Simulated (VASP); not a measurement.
Crystal: TcSe2.

```xyz
3
Lattice="1.9284 1.1134 5.8303 -1.9284 1.1134 5.8303 0.0000 -2.2267 5.8303" Properties=species:S:1:pos:R:3 pbc="T T T"
Tc    0.0000    0.0000    0.0000
Se    0.0000    0.0000    4.4077
Se    0.0000    0.0000   13.0833
```

The cell was built by a generator and needn't be a form met in nature.

Base run:

* Program: VASP 6.6.1
* Functional: PBEsol
* Potentials or basis: VASP PAW PBE potentials, release 64 (Tc_pv, Se)
* Cutoff: 520 eV
* k mesh: 6 × 6 × 6
* Occupations: gaussian, width 0.05 eV
* Spin: collinear spin, ferromagnetic start
* Starting moments: [0.5, 0.0, 0.0] μB
* Hubbard terms: Tc d U = 5 eV

Its results: pressure -4.2 GPa; site moments Tc +3.25; Se -0.13 μB; largest force 0.340 eV/Å.

After a change of settings the same cell gave: pressure -6.8 GPa; site moments Tc +1.05; Se -0.03 μB; largest force 0.509 eV/Å. Which change was it?
A. further incar settings from ALGO = Normal; EDIFF = 1e-06; NBANDS = 24 to ALGO = Fast; EDIFF = 1e-06; NBANDS = 24
B. hubbard terms from Tc d U = 5 eV to Tc d U = 3 eV; fixed moment from none to 4 μB
C. further incar settings from ALGO = Normal; EDIFF = 1e-06; NBANDS = 24 to ALGO = Normal; EDIFF = 1e-07
D. further incar settings from ALGO = Normal; EDIFF = 1e-06; NBANDS = 24 to ALGO = Normal; EDIFF = 1e-07; fixed moment from none to 1 μB

D.

Caveats: the PAW data sets were made with another functional, which shifts forces and pressure a little; the total moment is fixed, so each spin has its own Fermi level (some runs).
